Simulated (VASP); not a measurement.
Here is the system:

```xyz
2
Lattice="0.0000 2.8788 2.8788 2.8788 0.0000 2.8788 2.8788 2.8788 0.0000" Properties=species:S:1:pos:R:3 pbc="T T T"
In     0.0000     0.0000     0.0000
P      1.4394     1.4394     1.4394
```

Computed with PBEsol GGA, VASP's PBE PAW potentials (set 64) (plane waves; VASP). Numerical set-up: 520 eV cut-off, 8×8×8 Γ-centred mesh, Gaussian smearing of 0.050 eV, potentials In_d P.

Unless said otherwise, spin-orbit coupling is left out, though it shifts the bands of the heavy elements here.

Task: What does the run give for the energy per atom (σ→0), pressure, band gap (on the k-mesh) with the smallest direct gap where there is one?

Result: 
```yaml
band gap (on the k-mesh): 0.90 eV
smallest direct gap (on the k-mesh): 0.90 eV
energy per atom (σ→0): -4.555 eV/atom
pressure: 4.76 GPa
```

Total energies compare only between runs with the same potentials, cut-off and functional.

The compound is InP in the zinc blende structure. This cell is one point of a volume scan, at 0.94 of the reference volume.
